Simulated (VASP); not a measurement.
Wanted: the native input for a VASP 6.6.1 run.

* Task: single point
* Functional: PBE
* Potentials or basis: VASP PAW PBE potentials, release 64 (Co)
* Cutoff: 520 eV
* k mesh: 15 × 10 × 1
* Occupations: methfessel-paxton, width 0.1 eV
* Spin: collinear spin, ferromagnetic start
* Starting moments: [1.8, 1.8, 1.8, 1.8, 1.8, 1.8] μB
* Dipole correction: yes
* Further INCAR settings: ALGO = Normal; EDIFF = 1e-06; NBANDS = 40; AMIX = 0.2; BMIX = 0.0001

The structure of Co lies in POSCAR:

```
Co
1.0
    2.4887480100      0.0000000000      0.0000000000
    0.0000000000      4.0261540000      0.0000000000
    0.0000000000      0.0000000000     20.0290790900
Co
6
Direct
    0.9999995000      0.7500000000      0.3744555600
    0.5000005000      0.2500000000      0.4103254600
    0.4999994900      0.7500000000      0.4820650500
    0.0000004900      0.2500000000      0.5179349500
    0.9999994900      0.7500000000      0.5896745400
    0.5000004900      0.2500000000      0.6255444400
```

The slab is cut from a database's or a generator's crystal, which needn't be the stable form of the element.

The input as run:

INCAR

```
PREC = Accurate
ENCUT = 520
EDIFF = 1E-6
ISMEAR = 1
SIGMA = 0.1
LREAL = F
LASPH = T
NELM = 150
ALGO = Normal
ISIF = 2
LWAVE = F
LCHARG = F
ISPIN = 2
MAGMOM = 1.8 1.8 1.8 1.8 1.8 1.8
LORBIT = 11
LMAXMIX = 4
LDIPOL = T
IDIPOL = 3
DIPOL = 0.5 0.5 0.500
GGA = PE
NBANDS = 40
AMIX = 0.2
BMIX = 1E-4
AMIX_MAG = 0.8
BMIX_MAG = 1E-4
LVHAR = T
LVACPOTAV = T
ICORELEVEL = 1
KPAR = 4
```

KPOINTS

```
regular mesh
0
Gamma
  15 10 1
```

Potentials or basis: VASP PAW PBE potentials, release 64 (Co).

The run is started by

```bash
$ cat potpaw_PBE.64/Co/POTCAR > POTCAR
$ mpirun -np 4 vasp_std > vasp.out
```

Results of the run:

```
Largest force                                         : 0.470 eV/Å
Band gap on the k mesh                                : none (metal or under the smearing width)
Net moment                                            : 10.29 μB per cell
Site moments                                          : Co +1.82, +1.68 μB
Valence electrons inside the program's atomic spheres : Co 8.06, 8.18, 8.27
Work function of the upper face                       : 4.64 eV
Work function of the lower face                       : 4.64 eV
```

Wall time 5 min on 4 MPI ranks on Intel(R) Xeon(R) Platinum 8259CL CPU @ 2.50GHz (Skylake/Cascade Lake), on a shared host, peak memory 0.68 GiB a rank.
